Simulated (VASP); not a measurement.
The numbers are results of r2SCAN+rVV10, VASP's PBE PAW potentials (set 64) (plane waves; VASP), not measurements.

The input files of a VASP run:

File KPOINTS:
```
Automatic mesh
0
Gamma
8 8 8
0 0 0
```

INCAR:
```
METAGGA = R2SCAN
LCHARG = F
LWAVE = F
EDIFF = 1E-7   ! SCF stop (eV)
CPARAM = 0.0093
BPARAM = 11.95
ISIF = 2
SYSTEM = CdS
LMIXTAU = T
ISMEAR = 0
LASPH = T   ! aspherical one-centre terms
LREAL = F
LMAXMIX = 4
ALGO = Normal
ENCUT = 520
LUSE_VDW = T
SIGMA = 0.05
PREC = Accurate
NELM = 100
```

**POSCAR**
```
CdS
1
    0.0000000000     2.9016391207     2.9016391207
    2.9016391207     0.0000000000     2.9016391207
    2.9016391207     2.9016391207     0.0000000000
Cd S
1 1
Direct
  0.0000000000   0.0000000000   0.0000000000
  0.2500000000   0.2500000000   0.2500000000
```

POTCAR, in this order: Cd S (PBE.64 set). Program: vasp_std.

Output of the run:

**OSZICAR**
```
       N       E                     dE             d eps       ncg     rms          rms(c)
DAV:   1     0.855464898488E+02    0.85546E+02   -0.94566E+03   762   0.129E+03
DAV:   2    -0.293773895096E+02   -0.11492E+03   -0.10967E+03   914   0.301E+02
DAV:   3    -0.342523381940E+02   -0.48749E+01   -0.48639E+01   884   0.653E+01
DAV:   4    -0.342871721389E+02   -0.34834E-01   -0.34830E-01   849   0.549E+00
DAV:   5    -0.342876588642E+02   -0.48673E-03   -0.48672E-03   899   0.628E-01    0.851E+00
DAV:   6    -0.289289350890E+02    0.53587E+01   -0.41472E+00   764   0.346E+01    0.992E+00
DAV:   7    -0.290260346141E+02   -0.97100E-01   -0.48338E-01   754   0.916E+00    0.565E+00
DAV:   8    -0.289126769133E+02    0.11336E+00   -0.39972E-01   754   0.606E+00    0.131E+00
DAV:   9    -0.290598065756E+02   -0.14713E+00   -0.23388E-01   754   0.467E+00    0.679E-01
DAV:  10    -0.291070230489E+02   -0.47216E-01   -0.21845E-02   764   0.140E+00    0.297E-01
DAV:  11    -0.291064508508E+02    0.57220E-03   -0.58296E-03   779   0.897E-01    0.196E-01
DAV:  12    -0.291081517651E+02   -0.17009E-02   -0.17835E-03   774   0.423E-01    0.127E-01
DAV:  13    -0.291083468892E+02   -0.19512E-03   -0.12681E-03   759   0.428E-01    0.432E-02
DAV:  14    -0.291087769870E+02   -0.43010E-03   -0.12216E-04   774   0.115E-01    0.647E-03
DAV:  15    -0.291088096810E+02   -0.32694E-04   -0.22764E-05   809   0.501E-02    0.621E-03
DAV:  16    -0.291088079861E+02    0.16950E-05   -0.43622E-06   769   0.221E-02    0.453E-03
DAV:  17    -0.291088110959E+02   -0.31098E-05   -0.12441E-06   769   0.126E-02    0.330E-03
DAV:  18    -0.291088117278E+02   -0.63185E-06   -0.62162E-07   764   0.102E-02    0.525E-04
DAV:  19    -0.291088116721E+02    0.55668E-07   -0.17087E-07   632   0.429E-03
   1 F= -.29108812E+02 E0= -.29108812E+02  d E =-.589848E-12
```

**OUTCAR**
```
------------------------ aborting loop because EDIFF is reached ----------------------------------------
  FORCE on cell =-STRESS in cart. coord.  units (eV):
  Direction    XX          YY          ZZ          XY          YZ          ZX
  --------------------------------------------------------------------------------------
  Total        0.6293650      0.6293650      0.6293650      0.0000000      0.0000000      0.0000000
  in kB       20.6373037     20.6373037     20.6373037      0.0000000      0.0000000      0.0000000
  external PRESSURE =      20.6373037 kB  Pullay stress =       0.0000000 kB
  volume of cell :       48.86
      direct lattice vectors                 reciprocal lattice vectors
     0.000000000  2.901639121  2.901639121    -0.172316397  0.172316397  0.172316397
     2.901639121  0.000000000  2.901639121     0.172316397 -0.172316397  0.172316397
     2.901639121  2.901639121  0.000000000     0.172316397  0.172316397 -0.172316397
  FREE ENERGIE OF THE ION-ELECTRON SYSTEM (eV)
  ---------------------------------------------------
  free  energy   TOTEN  =       -29.1088116721 eV

  energy  without entropy=      -29.1088116721  energy(sigma->0) =      -29.10881167
```
(Selected blocks of OUTCAR.)

The compound is CdS in the zinc blende structure, a metastable form; wurtzite is the usual one. This cell is one point of a volume scan, at 0.97 of the reference volume.
